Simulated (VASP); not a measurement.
Method: AM05 GGA, VASP's PBE PAW potentials (set 64) (plane waves; VASP).

The input files of a VASP run:

**INCAR**
```
NSW  =  60   # most ionic steps
LASPH  =  .TRUE.   # aspherical one-centre terms
ISIF  =  3
IBRION  =  2   # conjugate gradients
LMAXMIX  =  4   # l cut-off of mixed one-centre charges
ALGO  =  Normal   # blocked Davidson
ISMEAR  =  1
EDIFFG  =  -0.02   # ionic stop
LREAL  =  .FALSE.   # projection in real space or not
SIGMA  =  0.1   # width (eV)
NELM  =  100
ENCUT  =  520   # plane-wave cut-off (eV)
LWAVE  =  .FALSE.
SYSTEM  =  SrVO3
PREC  =  Accurate
EDIFF  =  1E-6
GGA  =  AM   # AM05
LCHARG  =  .FALSE.
```

**POSCAR**
```
SrVO3
1
    3.8191395358     0.0000000000     0.0000000000
    0.0000000000     3.8191395358    -0.0000000000
   -0.0000000000    -0.0000000000     3.8191395358
Sr V O
1 1 3
Direct
  0.0000000000   0.0000000000   0.0000000000
  0.5000000000   0.5000000000   0.5000000000
  0.5000000000   0.0000000000   0.5000000000
  0.0000000000   0.5000000000   0.5000000000
  0.5000000000   0.5000000000   0.0000000000
```

KPOINTS:
```
Automatic mesh
0
gamma
7 7 7
0 0 0
```

POTCAR, in this order: Sr_sv V_sv O (PBE.64 set). Program: vasp_std.

Output

File OSZICAR:
```
       N       E                     dE             d eps       ncg     rms          rms(c)
DAV:   1     0.456323850908E+03    0.45632E+03   -0.23994E+04   960   0.179E+03
DAV:   2    -0.188372827545E+02   -0.47516E+03   -0.47080E+03  1184   0.493E+02
DAV:   3    -0.490512396169E+02   -0.30214E+02   -0.29982E+02  1048   0.130E+02
DAV:   4    -0.499446288358E+02   -0.89339E+00   -0.89300E+00  1624   0.204E+01
DAV:   5    -0.499567087671E+02   -0.12080E-01   -0.12080E-01  1208   0.168E+00    0.412E+01
DAV:   6    -0.417862771570E+02    0.81704E+01   -0.88704E+01  1344   0.743E+01    0.189E+01
DAV:   7    -0.408604224830E+02    0.92585E+00   -0.28335E+01  1112   0.482E+01    0.183E+01
DAV:   8    -0.402309640905E+02    0.62946E+00   -0.40738E+00  1080   0.189E+01    0.228E+00
DAV:   9    -0.402444470513E+02   -0.13483E-01   -0.16152E-01  1296   0.262E+00    0.142E+00
DAV:  10    -0.402362686375E+02    0.81784E-02   -0.83069E-02  1088   0.286E+00    0.348E-01
DAV:  11    -0.402353665949E+02    0.90204E-03   -0.74553E-03  1056   0.722E-01    0.930E-02
DAV:  12    -0.402354686457E+02   -0.10205E-03   -0.44552E-04  1296   0.168E-01    0.109E-01
DAV:  13    -0.402354411814E+02    0.27464E-04   -0.24483E-04  1072   0.149E-01    0.158E-02
DAV:  14    -0.402354437332E+02   -0.25518E-05   -0.21440E-05  1288   0.320E-02    0.112E-02
DAV:  15    -0.402354429581E+02    0.77512E-06   -0.84675E-06  1016   0.188E-02
   1 F= -.40235443E+02 E0= -.40234483E+02  d E =-.402354E+02
```

File OUTCAR:
```
------------------------ aborting loop because EDIFF is reached ----------------------------------------
  FORCE on cell =-STRESS in cart. coord.  units (eV):
  Direction    XX          YY          ZZ          XY          YZ          ZX
  --------------------------------------------------------------------------------------
  Total       -0.0461539     -0.0461539     -0.0461539      0.0000000     -0.0000000      0.0000000
  in kB       -1.3274622     -1.3274622     -1.3274622      0.0000000     -0.0000000      0.0000000
  external PRESSURE =      -1.3274622 kB  Pullay stress =       0.0000000 kB
  volume of cell :       55.71
      direct lattice vectors                 reciprocal lattice vectors
     3.819139536  0.000000000  0.000000000     0.261839085  0.000000000  0.000000000
     0.000000000  3.819139536  0.000000000     0.000000000  0.261839085  0.000000000
     0.000000000  0.000000000  3.819139536     0.000000000  0.000000000  0.261839085
 POSITION                                       TOTAL-FORCE (eV/Angst)
 -----------------------------------------------------------------------------------
      0.00000      0.00000      0.00000         0.000000      0.000000      0.000000
      1.90957      1.90957      1.90957         0.000000      0.000000      0.000000
      1.90957      0.00000      1.90957         0.000000      0.000000      0.000000
      0.00000      1.90957      1.90957         0.000000      0.000000      0.000000
      1.90957      1.90957      0.00000         0.000000      0.000000      0.000000
 -----------------------------------------------------------------------------------
    total drift:                                0.000000      0.000000      0.000000
  FREE ENERGIE OF THE ION-ELECTRON SYSTEM (eV)
  ---------------------------------------------------
  free  energy   TOTEN  =       -40.2354429581 eV

  energy  without entropy=      -40.2325629804  energy(sigma->0) =      -40.23448297

 reached required accuracy - stopping structural energy minimisation
```
(Selected blocks of OUTCAR.)

The compound is SrVO3 in the cubic perovskite structure. It was relaxed first. The start is the result of an earlier pass. The run is not spin-polarised, so no magnetic state was tried. The electron count is odd and the run is not spin-polarised, which forces a metal.
